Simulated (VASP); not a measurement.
Level of theory: PBEsol GGA, VASP's PBE PAW potentials (set 64) (plane waves; VASP 6.6.1).

VASP ran on this input.

### INCAR
```
SYSTEM = Cd4SeTe3
PREC = Accurate
ENCUT = 400
EDIFF = 1E-6
NELM = 100
ALGO = Normal
LREAL = .FALSE.
LASPH = .TRUE.
ISMEAR = 0
SIGMA = 0.05
GGA = PS
LMAXMIX = 4
LWAVE = .FALSE.
LCHARG = .FALSE.
IBRION = 2
ISIF = 3
NSW = 60
EDIFFG = -0.02
```

### POSCAR
```
Cd4SeTe3
1.0
 -0.0014187869   6.3989255880   6.3924122382
  6.3989255880  -0.0014187869   6.3924122382
  3.1987534006   3.1987534006   0.0000000000
Cd Te Se
4 3 1
Cart
  6.3975068014   6.3975068014  12.7818200184
  3.2621645013   6.3340957003   9.5313959332
  6.3340957003   3.2621645013   9.5313959332
  6.3975068011   6.3975068011   6.5106159067
  1.5993767006   1.5993767006   1.6105882320
  4.7866919140   1.6108148872   4.7919482550
  1.6108148872   4.7866919140   4.7919482550
  4.7981301005   4.7981301005   7.9819976104
```

File KPOINTS:
```
Automatic mesh
0
Gamma
3 3 6
0 0 0
```

POTCAR, in this order: Cd Te Se (PBE.64 set). Program: vasp_std.

Task: What will the output report for the number of irreducible k-points (NKPTS), number of bands (NBANDS), largest plane-wave count, number of space-group operations, FFT grid (NGX, NGY, NGZ)?

Result: 
```yaml
number of irreducible k-points (NKPTS): 16
number of bands (NBANDS): 43
largest_plane_wave_count: 4777
number_of_space_group_operations: 4
FFT grid (NGX, NGY, NGZ): 60 × 60 × 30
```

The structure was generated: Cd4SeTe3 was put into an ordered model structure (Amm2), which need not be its known phase. This run relaxes it. Symmetry was kept, so distortions that lower it aren't found. The start is the result of an earlier pass.
